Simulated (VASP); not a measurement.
Consider the following.

```xyz
2
Lattice="3.5343 -1.8945 -0.0538 3.5343 1.8945 -0.0538 2.5666 0.0000 3.0815" Properties=species:S:1:pos:R:3 pbc="T T T"
As     2.2209     0.0000     0.6855
As     7.4143     0.0000     2.2884
```

All values below come from PBEsol GGA, VASP's PBE PAW potentials (set 64) (plane waves; VASP 6.6.1). Run with 480 eV cut-off, 12×12×12 Γ-centred mesh, first-order Methfessel-Paxton smearing of 0.10 eV, potentials As.

Energy and stress use the plane-wave basis of the starting cell.

Question: The ions, cell shape and volume at an external pressure of 10.0 GPa are relaxed. Give the cell that the relaxation ends in.

Answer: 
```xyz
2
Lattice="3.2877 -1.8459 -0.1006 3.2877 1.8459 -0.1006 2.3448 0.0000 2.9544" Properties=species:S:1:pos:R:3 pbc="T T T"
As     2.1087     0.0000     0.6509
As     6.8115     0.0000     2.1024
```
Space group R-3m (166), at a tolerance of 0.03 Å.

Question: How do energy and volume change from the first to the last step?

Answer: The energy (σ→0) changes by +69.0 meV/atom and the volume by -12.1 %, in 16 ionic steps.

The compound is As in the a7 structure. This run relaxes it under an external pressure of 10 GPa. Symmetry was kept, so distortions that lower it aren't found.
